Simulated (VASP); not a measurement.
OSZICAR of a VASP run on SiMo2 (relaxed from the Fe2P structure, space group P-62m):

OSZICAR:
```
       N       E                     dE             d eps       ncg     rms          rms(c)
DAV:   1     0.858244170901E+03    0.85824E+03   -0.52104E+04  4988   0.145E+03
DAV:   2    -0.178889698401E+03   -0.10371E+04   -0.10066E+04  5229   0.488E+02
DAV:   3    -0.224381456504E+03   -0.45492E+02   -0.44000E+02  6246   0.900E+01
DAV:   4    -0.225546670282E+03   -0.11652E+01   -0.11395E+01  5895   0.114E+01
DAV:   5    -0.225573455623E+03   -0.26785E-01   -0.26627E-01  5855   0.161E+00    0.505E+01
DAV:   6    -0.193409244788E+03    0.32164E+02   -0.40547E+01  5573   0.368E+01    0.107E+01
DAV:   7    -0.185501211921E+03    0.79080E+01   -0.19818E+01  5971   0.193E+01    0.103E+01
DAV:   8    -0.184088986445E+03    0.14122E+01   -0.68547E+00  5719   0.106E+01    0.411E+00
DAV:   9    -0.185971536631E+03   -0.18826E+01   -0.11799E+00  5493   0.653E+00    0.687E-01
DAV:  10    -0.184996739013E+03    0.97480E+00   -0.76631E-01  5052   0.554E+00    0.509E-01
DAV:  11    -0.185082965772E+03   -0.86227E-01   -0.81990E-02  5711   0.148E+00    0.439E-01
DAV:  12    -0.185072897501E+03    0.10068E-01   -0.11751E-02  5372   0.620E-01    0.274E-01
DAV:  13    -0.185084922175E+03   -0.12025E-01   -0.38143E-03  5759   0.293E-01    0.121E-01
DAV:  14    -0.185086299076E+03   -0.13769E-02   -0.64086E-03  5134   0.471E-01    0.566E-02
DAV:  15    -0.185088088497E+03   -0.17894E-02   -0.46597E-04  5544   0.112E-01    0.310E-02
DAV:  16    -0.185089038403E+03   -0.94991E-03   -0.48942E-04  5237   0.116E-01    0.131E-02
DAV:  17    -0.185089040898E+03   -0.24952E-05   -0.19937E-05  5855   0.256E-02    0.598E-03
DAV:  18    -0.185089037358E+03    0.35410E-05   -0.69420E-06  5414   0.154E-02    0.686E-03
DAV:  19    -0.185089040736E+03   -0.33780E-05   -0.58020E-06  5439   0.137E-02    0.900E-04
DAV:  20    -0.185089041290E+03   -0.55414E-06   -0.57864E-07  4590   0.431E-03    0.301E-04
DAV:  21    -0.185089041123E+03    0.16645E-06   -0.27241E-08  3343   0.109E-03    0.259E-04
DAV:  22    -0.185089041162E+03   -0.38890E-07   -0.77000E-09  3167   0.456E-04
   1 F= -.18508904E+03 E0= -.18508904E+03  d E =0.000000E+00
       N       E                     dE             ncg
       N       E                     dE             ncg
```

Question: Which electronic solver shows in the log?

Answer: It is blocked Davidson (ALGO = Normal, or the opening steps of other solvers). The INCAR had ALGO = Normal.

Question: Can the final energy be trusted as converged?

Answer: The run converged. It stopped with EDIFF = 1E-7, NELM = 100 (r2SCAN meta-GGA, plane waves, VASP's PBE PAW potentials (set 64)).

The structure was generated: SiMo2 was put into the Fe2P type (P-62m), which need not be its known phase. It was relaxed first, which changed the volume by -12 %.
